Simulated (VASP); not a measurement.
Wanted: the native input for a VASP 6.6.1 run.

* Task: single point
* Functional: PBE
* Potentials or basis: VASP PAW PBE potentials, release 64 (Tl_d, Ge_d, H)
* Cutoff: 520 eV
* k mesh: 4 × 4 × 4
* Occupations: gaussian, width 0.05 eV
* Spin: no spin polarisation
* Dipole correction: no
* Further INCAR settings: ALGO = Fast; EDIFF = 1e-06; NBANDS = 23

The structure of TlGeH3 lies in POSCAR:

```
TlGeH3
1.0
    4.0128310054      0.0000000000      0.0000000000
    0.0000000000      4.0128310054      0.0000000000
    0.0000000000      0.0000000000      4.0128310054
Tl Ge H
1 1 3
Direct
    0.0000000000      0.0000000000      0.0000000000
    0.5000000000      0.5000000000      0.5000000000
    0.5000000000      0.5000000000      0.0000000000
    0.5000000000      0.0000000000      0.5000000000
    0.0000000000      0.5000000000      0.5000000000
```

The cell comes from a database or a generator and needn't be the stable form of this composition.

The input as run:

INCAR

```
PREC = Accurate
ENCUT = 520
EDIFF = 1E-6
ISMEAR = 0
SIGMA = 0.05
LREAL = F
LASPH = T
NELM = 60
ALGO = Fast
ISIF = 2
LWAVE = F
LCHARG = F
GGA = PE
NBANDS = 23
```

KPOINTS

```
Automatic mesh
0
Gamma
  4 4 4
```

Potentials or basis: VASP PAW PBE potentials, release 64 (Tl_d, Ge_d, H).

Run with:

```console
$ cat potpaw_PBE.64/Tl_d/POTCAR potpaw_PBE.64/Ge_d/POTCAR potpaw_PBE.64/H/POTCAR > POTCAR
$ mpirun -np 1 vasp_std > vasp.out
```

It gave:

```yaml
Pressure: 0.3 GPa
Band_gap_on_the_k_mesh: none (metal or under the smearing width)
```

Caveat: the k mesh is coarse (spacing up to 0.39 Å⁻¹), so the values aren't converged.

Wall time 15 s on 1 thread of Intel(R) Xeon(R) Platinum 8259CL CPU @ 2.50GHz (Skylake/Cascade Lake), on a shared host, peak memory 0.17 GiB.
